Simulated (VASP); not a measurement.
**1 units of PbZrO3 (001), ZrO2 faces on Al(100) in VASP**

Wanted: how 1 units of PbZrO3 (001), ZrO2 faces on Al(100) relaxes, and what it costs to take an electron out.

Main program and level: VASP 6.6.1; PBEsol with D3(BJ); plane waves and PAW (Al, Zr_sv, O, Pb).

This is a report of a sequence of runs, with most program output left out.

### Step 1. The structure

The cell holds 16 atoms: 8 Al, 2 Zr, 5 O and 1 Pb. Its edges and angles: a = 4.160 Å, b = 4.160 Å, c = 31.214 Å, α = 90.0°, β = 90.0°, γ = 90.0°. Vacuum lies along c.

### Step 2. Surface relaxation

All atoms relax at the fixed cell.

Contents of INCAR:

```
SYSTEM = Zr2Al8PbO5
PREC = Normal
ENCUT = 400
EDIFF = 1E-05
NELM = 120
ISMEAR = -1
SIGMA = 0.1
LREAL = Auto
ALGO = Fast
GGA = PS
IVDW = 12
NBANDS = 57
LORBIT = 11
LWAVE = .FALSE.
LCHARG = .FALSE.
KPAR = 4
IBRION = 2
NSW = 40
ISIF = 2
EDIFFG = -0.03
POTIM = 0.4
MAXMIX = 40
IDIPOL = 3
LDIPOL = .TRUE.
DIPOL = 0.5 0.5 0.514
```

Contents of POSCAR:

```
Zr2Al8PbO5
1.0
    4.1600000000      0.0000000000      0.0000000000
    0.0000000000      4.1600000000      0.0000000000
    0.0000000000      0.0000000000     31.2141469282
Al Zr O Pb
8 2 5 1
Direct
    0.0000000000      0.5000000000      0.2883308014
    0.5000000000      0.0000000000      0.2883308014
    0.0000000000      0.0000000000      0.3518292203
    0.5000000000      0.5000000000      0.3518292203
    0.0000000000      0.5000000000      0.4153276392
    0.5000000000      0.0000000000      0.4153276392
    0.0000000000      0.0000000000      0.4788260580
    0.5000000000      0.5000000000      0.4788260580
    0.0000000000      0.0000000000      0.5783962948
    0.0000000000      0.0000000000      0.7116691986
    0.5000000000      0.0000000000      0.5783962948
    0.0000000000      0.5000000000      0.5783962948
    0.0000000000      0.0000000000      0.6450327467
    0.5000000000      0.0000000000      0.7116691986
    0.0000000000      0.5000000000      0.7116691986
    0.5000000000      0.5000000000      0.6450327467
```

Contents of KPOINTS:

```
Automatic mesh
0
Gamma
8 8 1
0 0 0
```

The projector-augmented-wave data sets are Al, Zr_sv, O and Pb (PBE family, release 64).

Started as:

```bash
mpirun -np 4 vasp_std
```

Run time: 29 min. Hardware: 4 MPI ranks of Intel Xeon Platinum 8488C (Sapphire Rapids), shared host; peak memory 1.8 GiB.

The steps of the relaxation (22 of 40):

| step | energy less that of the first step (eV) | largest force (eV/Å) |
| --- | --- | --- |
| 1 | 0.0000 | 2.1053 |
| 3 | -0.1668 | 0.6788 |
| 5 | -0.1929 | 0.5349 |
| 7 | -0.2688 | 0.2565 |
| 8 | -0.2609 | 0.2590 |
| 10 | -0.2880 | 0.2339 |
| 12 | -0.2888 | 0.4235 |
| 14 | -0.2942 | 0.2120 |
| 16 | -0.2990 | 0.2703 |
| 18 | -0.3024 | 0.2450 |
| 20 | -0.3185 | 0.1863 |
| 21 | -0.3321 | 0.3020 |
| 23 | -0.3405 | 0.4177 |
| 25 | -0.3594 | 0.3572 |
| 27 | -0.3658 | 0.3801 |
| 29 | -0.3704 | 0.2136 |
| 31 | -0.3738 | 0.2136 |
| 33 | -0.3810 | 0.0926 |
| 34 | -0.3812 | 0.1015 |
| 36 | -0.3828 | 0.1596 |
| 38 | -0.3846 | 0.1845 |
| 40 | -0.3862 | 0.0753 |

The atoms that moved most (Å):

| atom | dx | dy | dz | length |
| --- | --- | --- | --- | --- |
| Al8 | 0.000 | 0.000 | 0.574 | 0.574 |
| Zr10 | 0.000 | 0.000 | -0.330 | 0.330 |
| O14 | 0.000 | 0.000 | -0.298 | 0.298 |
| O15 | 0.000 | 0.000 | -0.298 | 0.298 |
| Al4 | 0.000 | 0.000 | 0.196 | 0.196 |
| O13 | 0.000 | 0.000 | -0.188 | 0.188 |
| Al2 | 0.000 | 0.000 | 0.160 | 0.160 |
| Al1 | 0.000 | 0.000 | 0.160 | 0.160 |

Final coordinates:

```cif
data_structure
_symmetry_space_group_name_H-M 'P 1'
_symmetry_Int_Tables_number 1
_cell_length_a 4.1600
_cell_length_b 4.1600
_cell_length_c 31.2142
_cell_angle_alpha 90.000
_cell_angle_beta 90.000
_cell_angle_gamma 90.000
_cell_volume 540.18
loop_
_atom_site_label
_atom_site_type_symbol
_atom_site_fract_x
_atom_site_fract_y
_atom_site_fract_z
_atom_site_occupancy
Al1 Al 0.00000 0.50000 0.29345 1
Al2 Al 0.50000 0.00000 0.29345 1
Al3 Al 0.00000 0.00000 0.35670 1
Al4 Al 0.50000 0.50000 0.35809 1
Al5 Al 0.00000 0.50000 0.42029 1
Al6 Al 0.50000 0.00000 0.42029 1
Al7 Al 0.00000 0.00000 0.47733 1
Al8 Al 0.50000 0.50000 0.49721 1
Zr9 Zr 0.00000 0.00000 0.57467 1
Zr10 Zr 0.00000 0.00000 0.70109 1
O11 O 0.50000 0.00000 0.57579 1
O12 O 0.00000 0.50000 0.57579 1
O13 O 0.00000 0.00000 0.63901 1
O14 O 0.50000 0.00000 0.70211 1
O15 O 0.00000 0.50000 0.70211 1
Pb16 Pb 0.50000 0.50000 0.64152 1
```

The run used up its steps with a largest force of 0.08 eV/Å at its last finished step, so it is continued.

### Step 3. Going on with the relaxation

The relaxation goes on from where it stopped.

INCAR: that of step 2 with these lines changed.

```diff
@@ -16,3 +16,3 @@
 KPAR = 4
-IBRION = 2
+IBRION = 1
 NSW = 40
@@ -20,3 +20,3 @@
 EDIFFG = -0.03
-POTIM = 0.4
+POTIM = 0.3
 MAXMIX = 40
```

Contents of POSCAR:

```
Zr2Al8PbO5
1.0
    4.1600000000      0.0000000000      0.0000000000
    0.0000000000      4.1600000000      0.0000000000
    0.0000000000      0.0000000000     31.2141469282
Al Zr O Pb
8 2 5 1
Direct
    0.0000000000      0.5000000000      0.2934522645
    0.5000000000      0.0000000000      0.2934522645
    0.0000000000      0.0000000000      0.3566973268
    0.5000000000      0.5000000000      0.3580925185
    0.0000000000      0.5000000000      0.4202900489
    0.5000000000      0.0000000000      0.4202900489
    0.0000000000      0.0000000000      0.4773280724
    0.5000000000      0.5000000000      0.4972068191
    0.0000000000      0.0000000000      0.5746664298
    0.0000000000      0.0000000000      0.7010888764
    0.5000000000      0.0000000000      0.5757856120
    0.0000000000      0.5000000000      0.5757856120
    0.0000000000      0.0000000000      0.6390088726
    0.5000000000      0.0000000000      0.7021135249
    0.0000000000      0.5000000000      0.7021135249
    0.5000000000      0.5000000000      0.6415175953
```

KPOINTS is that of step 2.

Started as:

```bash
mpirun -np 4 vasp_std
```

Elapsed: 5.3 min, on 4 MPI ranks; peak memory 1.7 GiB.

The PAW data sets were made with PBE, which is usual practice but a small mismatch for other functionals. The data set Pb keeps the semicore shell frozen, which is cheaper and a little less accurate. The run keeps the 8 symmetry operations of its start, so it cannot find a distortion of lower symmetry.

The steps of the relaxation:

| step | energy less that of the first step (eV) | largest force (eV/Å) |
| --- | --- | --- |
| 1 | 0.0000 | 0.0747 |
| 2 | -0.0003 | 0.0609 |
| 3 | -0.0004 | 0.0493 |
| 4 | -0.0008 | 0.0332 |
| 5 | -0.0008 | 0.0315 |
| 6 | -0.0009 | 0.0259 |

Final coordinates:

```xyz
16
Lattice="4.1600 0.0000 0.0000 0.0000 4.1600 0.0000 0.0000 0.0000 31.2141" Properties=species:S:1:pos:R:3
Al    0.0000    2.0800    9.1618
Al    2.0800    0.0000    9.1618
Al    0.0000    0.0000   11.1354
Al    2.0800    2.0800   11.1796
Al    0.0000    2.0800   13.1208
Al    2.0800    0.0000   13.1208
Al    0.0000    0.0000   14.9072
Al    2.0800    2.0800   15.5187
Zr    0.0000    0.0000   17.9363
Zr    0.0000    0.0000   21.8795
O     2.0800    0.0000   17.9706
O     0.0000    2.0800   17.9706
O     0.0000    0.0000   19.9426
O     2.0800    0.0000   21.9139
O     0.0000    2.0800   21.9139
Pb    2.0800    2.0800   20.0243
```

This step gave:

- electronic cycles: 61
- electrons: 82
- free energy (TOTEN): -102.3759 eV
- energy at zero smearing: -102.3180 eV
- Fermi energy: 1.043 eV
- labelled metallic, from the levels on this mesh: yes
- dipole moment: 0, 0, -0.09693 e·Å

The run ended after 6 ionic steps, 0.001 eV below its first step, once the forces on the free atoms met EDIFFG = -0.03.

Only the dipole across the slab is computed (IDIPOL = 3); zeros along the plane are no results.

VASP counts the dipole in electrons times Å, so a positive number points the physical dipole along −c.

### Step 4. Potential and states of the slab

A static run writes the electrostatic potential without exchange and correlation (LVHAR), which is flat in the vacuum and gives the level to count from. The dipole correction cancels the field that unlike faces would set up across the vacuum.

Contents of INCAR:

```
SYSTEM = Zr2Al8PbO5
PREC = Normal
ENCUT = 400
EDIFF = 1E-06
NELM = 120
ISMEAR = -1
SIGMA = 0.1
LREAL = Auto
ALGO = Fast
GGA = PS
IVDW = 12
NBANDS = 77
LORBIT = 11
LWAVE = .FALSE.
LCHARG = .TRUE.
IDIPOL = 3
LDIPOL = .TRUE.
DIPOL = 0.5 0.5 0.514
LVHAR = .TRUE.
LVACPOTAV = .TRUE.
LELF = .TRUE.
NEDOS = 1500
```

Contents of POSCAR:

```
Zr2Al8PbO5
1.0
    4.1600000000      0.0000000000      0.0000000000
    0.0000000000      4.1600000000      0.0000000000
    0.0000000000      0.0000000000     31.2141469282
Al Zr O Pb
8 2 5 1
Direct
    0.0000000000      0.5000000000      0.2935150335
    0.5000000000      0.0000000000      0.2935150335
    0.0000000000      0.0000000000      0.3567412274
    0.5000000000      0.5000000000      0.3581571872
    0.0000000000      0.5000000000      0.4203471494
    0.5000000000      0.0000000000      0.4203471494
    0.0000000000      0.0000000000      0.4775793883
    0.5000000000      0.5000000000      0.4971691575
    0.0000000000      0.0000000000      0.5746216156
    0.0000000000      0.0000000000      0.7009495119
    0.5000000000      0.0000000000      0.5757202468
    0.0000000000      0.5000000000      0.5757202468
    0.0000000000      0.0000000000      0.6388954790
    0.5000000000      0.0000000000      0.7020489248
    0.0000000000      0.5000000000      0.7020489248
    0.5000000000      0.5000000000      0.6415131356
```

KPOINTS is that of step 3.

Started as:

```bash
mpirun -np 4 vasp_std
```

Elapsed: 4.2 min, on 4 MPI ranks; peak memory 0.84 GiB.

This step gave:

| Item | Value |
| --- | --- |
| electronic cycles | 33 |
| Fermi energy | 1.046 eV |
| DOS at the Fermi level | 3.438 states/eV/cell |
| dipole moment | 0, 0, -0.09776 e·Å |
| vacuum levels | 4.456, 5.478 eV |
| work functions of the upper and lower face | 3.409, 4.432 eV |

The density of states has structure finer than the step of the table below, so its rows give means over 1 eV, whole bins alone (the curve runs from -12.0 to 7.96 eV). Peaks (eV: height): total -5.2: 11.0, -2.3: 13.7, 4.3: 14.0, 6.6: 11.4; Al p 4.6: 0.895, 5.6: 1.14, 6.6: 0.991, 7.9: 0.908; Zr d -5.2: 1.85, 4.3: 3.43, 6.6: 1.48; O p -5.2: 4.49, -2.3: 6.45, 3.6: 1.27; Pb s -8.5: 2.50.

Density of states against energy, zero at the Fermi level; means over each step; values in states/eV/cell:

| energy (eV) | total | Al p | Zr d | O p | Pb s | Pb p |
| --- | --- | --- | --- | --- | --- | --- |
| -11 | 0.0136 | 5.7e-5 | 0 | 0 | 0 | 0 |
| -10 | 0.617 | 0.00948 | 6.9e-5 | 0 | 6.5e-5 | 0 |
| -9 | 1.89 | 0.0303 | 0.0194 | 0.0821 | 0.616 | 0.00104 |
| -8 | 2.63 | 0.0682 | 0.0189 | 0.0868 | 0.754 | 0.00107 |
| -7 | 1.77 | 0.106 | 0.00311 | 0.00570 | 0.00148 | 2.1e-4 |
| -6 | 3.36 | 0.158 | 0.174 | 0.495 | 0.00573 | 0.0831 |
| -5 | 9.36 | 0.186 | 1.25 | 3.64 | 0.0301 | 0.215 |
| -4 | 8.88 | 0.299 | 0.597 | 3.00 | 0.0848 | 0.164 |
| -3 | 10.2 | 0.305 | 0.450 | 4.33 | 0.176 | 0.115 |
| -2 | 10.8 | 0.455 | 0.135 | 4.83 | 0.120 | 0.0490 |
| -1 | 4.47 | 0.511 | 0.0305 | 0.626 | 0.0148 | 0.00962 |
| 0 | 3.88 | 0.527 | 0.0350 | 0.0949 | 0.00115 | 0.00922 |
| 1 | 4.31 | 0.606 | 0.132 | 0.0713 | 6.2e-4 | 0.0187 |
| 2 | 7.37 | 0.610 | 1.27 | 0.227 | 0.00754 | 0.530 |
| 3 | 10.6 | 0.668 | 2.36 | 0.760 | 0.00414 | 0.969 |
| 4 | 13.2 | 0.832 | 2.89 | 1.17 | 0.00286 | 1.50 |
| 5 | 10.3 | 0.853 | 1.93 | 0.675 | 5.9e-4 | 0.455 |
| 6 | 9.15 | 0.892 | 0.930 | 0.134 | 0.00121 | 0.0337 |
| 7 | 10.3 | 0.867 | 1.25 | 0.185 | 0.00184 | 0.0321 |

The planar average of the electrostatic potential oscillates, so the rows of the table below give means over windows of 2.1 Å about each position, cut where the curve ends. Its maxima inside the range that stand out by 2 % of the span (Å: eV): 1.3: 4.43, 10.1: -1.95, 12.1: -2.16, 14.1: -1.90, 16.8: 1.56, 18.9: -0.670, 20.9: -2.72. Its minima: 9.2: -14.2, 11.1: -14.3, 13.2: -14.3, 15.2: -10.7, 17.9: -13.9, 20.0: -8.62, 21.9: -14.0.

Zero at the Fermi level. Table of planar average of the electrostatic potential by height; means over each step:

| height (Å) | planar average of the electrostatic potential (eV) |
| --- | --- |
| 1.05 | 4.24 |
| 3.15 | 4.43 |
| 5.25 | 4.42 |
| 7.35 | 3.16 |
| 9.45 | -7.11 |
| 11.55 | -7.52 |
| 13.65 | -7.46 |
| 15.75 | -5.01 |
| 17.85 | -6.40 |
| 19.95 | -4.89 |
| 22.05 | -6.45 |
| 24.15 | 3.25 |
| 26.25 | 3.41 |
| 28.35 | 3.41 |
| 30.45 | 3.41 |

Density of states in the PAW spheres, an atom over height of the layer and energy from the Fermi level.

Values in states/eV, 22 rows by 11 columns, each cell a mean:
```
0.12 0.14 0.13 0.14 0.12 0.12 0.05 0.03 0.01 0.01 0.00
0.11 0.09 0.07 0.09 0.12 0.12 0.04 0.04 0.01 0.01 0.00
0.12 0.09 0.09 0.09 0.12 0.14 0.04 0.06 0.02 0.01 0.00
0.12 0.12 0.11 0.11 0.14 0.11 0.04 0.10 0.03 0.02 0.01
0.11 0.09 0.10 0.10 0.10 0.11 0.02 0.23 0.03 0.03 0.09
0.11 0.08 0.08 0.08 0.12 0.11 0.05 0.63 0.08 0.12 0.35
0.12 0.09 0.10 0.10 0.13 0.11 0.13 1.15 0.42 0.23 0.75
0.12 0.11 0.11 0.11 0.12 0.11 0.18 1.15 0.97 0.18 0.97
0.09 0.09 0.08 0.08 0.09 0.07 0.27 1.02 0.49 0.23 0.91
0.08 0.07 0.07 0.07 0.08 0.08 0.31 0.86 0.35 0.41 0.79
0.10 0.10 0.11 0.10 0.09 0.09 0.38 0.82 0.27 0.33 0.66
0.10 0.11 0.09 0.10 0.09 0.09 0.44 0.77 0.40 0.26 0.66
0.09 0.08 0.08 0.08 0.10 0.11 0.30 0.42 0.80 0.28 0.35
0.07 0.06 0.06 0.06 0.07 0.06 0.59 0.56 1.16 0.27 0.50
0.07 0.07 0.08 0.08 0.07 0.07 0.93 0.57 1.96 0.26 0.68
0.09 0.08 0.08 0.09 0.09 0.10 0.54 0.29 1.31 0.23 0.44
0.07 0.07 0.07 0.07 0.07 0.08 0.10 0.07 0.34 0.13 0.09
0.07 0.06 0.06 0.06 0.08 0.07 0.02 0.01 0.05 0.02 0.01
0.07 0.07 0.07 0.07 0.08 0.07 0.01 0.00 0.01 0.00 0.00
0.05 0.08 0.08 0.07 0.06 0.03 0.00 0.00 0.00 0.00 0.00
0.04 0.04 0.04 0.04 0.05 0.02 0.00 0.00 0.00 0.00 0.00
0.04 0.06 0.07 0.06 0.05 0.02 0.00 0.00 0.01 0.11 0.00
```
Columns: height of the layer (Å) from 9.2 to 21.9 (not evenly spaced); rows upwards: energy from the Fermi level (eV) from -7.9 to 0.5.

ELF in the ca plane at fractional y = 0.000, with atoms of Al and Zr and O within 0.2 Å of it. It is the smooth field of the valence electrons, not physical close to the nuclei.

Values, 6 rows by 16 columns, each cell a mean:
```
0.33 0.50 0.26 0.49 0.36 0.50 0.31 0.73 0.37 0.74 0.45 0.75 0.47 0.74 0.29 0.04
0.62 0.58 0.50 0.57 0.51 0.68 0.53 0.42 0.20 0.45 0.20 0.32 0.21 0.45 0.25 0.18
0.28 0.38 0.30 0.47 0.15 0.49 0.28 0.12 0.49 0.69 0.45 0.04 0.51 0.69 0.62 0.15
0.40 0.45 0.35 0.50 0.26 0.57 0.34 0.16 0.43 0.74 0.38 0.06 0.44 0.74 0.56 0.20
0.58 0.58 0.50 0.58 0.51 0.66 0.54 0.54 0.17 0.43 0.21 0.53 0.22 0.42 0.16 0.14
0.25 0.46 0.15 0.43 0.30 0.42 0.20 0.75 0.45 0.78 0.53 0.69 0.55 0.78 0.39 0.09
```
Columns run along c (16.0 Å, from fractional 0.28 to 0.79 of the cell), rows up along a (4.2 Å). Atoms in or near the plane, at fractional coordinates: Al at (0.29, 0.50), Al at (0.36, 0.00), Al at (0.42, 0.50), Al at (0.48, 0.00), Zr at (0.57, 0.00), Zr at (0.70, 0.00), O at (0.58, 0.50), O at (0.64, 0.00), O at (0.70, 0.50).

Electrostatic potential energy in the ca plane at fractional y = 0.000, with atoms of Al and Zr and O within 0.2 Å of it. With pseudopotentials it is smooth inside the atoms' cores, unlike the true potential.

Ten even steps from '0' (-73 eV) to '9' (5 eV), each cell a mean:
```
99998610279999972016898620136842585201379999
99999865689999986568999853358988997433689999
98899988899888998889999987789999999877899999
75578999998755899999999997799999999878999999
30048999997301589999999973379999999633899999
20038999997200489999999962269999999533799999
52268999998523689999999985589999999756999999
87789999999877899999999998899999999988999999
99999877889999988778999875579999998655799999
99998731489999984237999731147864786312489999
99998500169999961005898520026733374100378999
```
Columns run along c (16.0 Å, from fractional 0.28 to 0.79 of the cell; values clipped at the 3rd and 97th percentile), rows up along a (4.2 Å). Atoms in or near the plane, at fractional coordinates: Al at (0.29, 0.50), Al at (0.36, 0.00), Al at (0.42, 0.50), Al at (0.48, 0.00), Zr at (0.57, 0.00), Zr at (0.70, 0.00), O at (0.58, 0.50), O at (0.64, 0.00), O at (0.70, 0.50).

Valence density in the ca plane at fractional y = 0.000, with atoms of Al and Zr and O within 0.2 Å of it. It is the smooth field of the valence electrons, not physical close to the nuclei.

Ten steps, logarithmic in the rise over the least value, from '0' (0.0 e/Å³) to '9' (7.3 e/Å³), each cell a mean:
```
11122211222222222112222589975689856898741000
12222222222222232222222367753456544677520000
22222222222222332222211245532233323455320000
22222222222222222221111356653111123566421000
21122222222211222111111369974110124798631000
10022222222101222111112479974210125899631000
21222222222212222211111368863111124687531000
22222222222222322222111245542222223455320000
22222222222222232222211246643344433565420000
11222221222222222122222478864578755788631000
11122210122222221012323589985699866899741000
```
Columns run along c (16.0 Å, from fractional 0.28 to 0.79 of the cell), rows up along a (4.2 Å). Atoms in or near the plane, at fractional coordinates: Al at (0.29, 0.50), Al at (0.36, 0.00), Al at (0.42, 0.50), Al at (0.48, 0.00), Zr at (0.57, 0.00), Zr at (0.70, 0.00), O at (0.58, 0.50), O at (0.64, 0.00), O at (0.70, 0.50).

The map of layer states is cut here 0.5 eV above the Fermi level, so it leaves out the states above that.

The vacuum level lies 3.41 eV above the Fermi level at the upper face; the two faces differ by 1.02 eV, the step that the slab's dipole of -0.098 e·Å makes.

VASP counts the dipole in electrons times Å, so a positive number points the physical dipole along −c.

The program found no field-free point at its default tolerance, and its printed vacuum level lies off the flat part of the planar average, by -0.01 eV at the upper face; the levels here are read from the flat part.

On this mesh the fine structure of the density of states is sampling noise, and high empty states may be cut by the number of bands.

### Step 5. The slab in a field, field -0.1

A field across the slab, with the atoms held, gives the electronic response: the dipole changes linearly with the field, and the energy has a linear term from the slab's own dipole and a quadratic one from its polarisability.

Contents of INCAR:

```
SYSTEM = Zr2Al8PbO5
PREC = Normal
ENCUT = 400
EDIFF = 1E-06
NELM = 120
ISMEAR = -1
SIGMA = 0.1
LREAL = Auto
ALGO = Fast
GGA = PS
IVDW = 12
NBANDS = 57
LORBIT = 11
LWAVE = .FALSE.
LCHARG = .FALSE.
KPAR = 4
IDIPOL = 3
LDIPOL = .TRUE.
DIPOL = 0.5 0.5 0.514
EFIELD = -0.1
LVHAR = .TRUE.
```

POSCAR is that of step 4.

KPOINTS is that of step 4.

Started as:

```bash
mpirun -np 4 vasp_std
```

Elapsed: 3.1 min, on 4 MPI ranks; peak memory 1.5 GiB.

This step gave:

```
electronic cycles       : 31
free energy (TOTEN)     : -102.3926 eV
energy at zero smearing : -102.3347 eV
Fermi energy            : 0.9722 eV
dipole moment           : 0, 0, -0.2380 e·Å
```

The planar average of the electrostatic potential oscillates, so the rows of the table below give means over windows of 2.05 Å about each position, cut where the curve ends. Its maxima inside the range that stand out by 2 % of the span (Å: eV): 6.3: 4.27, 10.1: -1.95, 12.1: -2.16, 14.1: -1.90, 16.8: 1.57, 18.9: -0.624, 20.9: -2.64. Its minima: 0.8: 3.76, 9.2: -14.2, 11.1: -14.3, 13.2: -14.3, 15.2: -10.7, 17.9: -13.9, 20.0: -8.55, 21.9: -14.0.

Zero at the Fermi level. The planar average of the electrostatic potential by height; means over each step:

height (Å), planar average of the electrostatic potential (eV) and a bar from the least value:
```
     1.02        3.9 #############################
     3.07        4.0 #############################
     5.12        4.2 ##############################
     7.17        3.6 ############################
     9.22       -7.0 #
    11.28       -7.4 
    13.32       -7.4 
    15.37       -6.2 ###
    17.42       -5.6 #####
    19.47       -4.8 #######
    21.52       -7.5 
    23.57        2.7 ##########################
    25.62        3.8 #############################
    27.67        4.0 #############################
    29.72        4.2 ##############################
```

(Continued in part 2 of 2.)

[Lines on the potential files, build, host, timing and source positions are cut from VASP's logs without a mark.]

[Logs are printed without paths, hosts, clocks, repeated set-up lines and the standing remarks that a program may print on its own settings, such as how far it seeks lower states.]

[Hosts, paths, dates, database ids (printed as entryN), source tags and the programs' standing remarks are cut or masked in the printed files.]

[In band tables of VASP the shares of atoms and orbitals are scaled to a sum of 1 inside the atoms' spheres.]

[Runs that stopped without an error message from VASP are left out.]
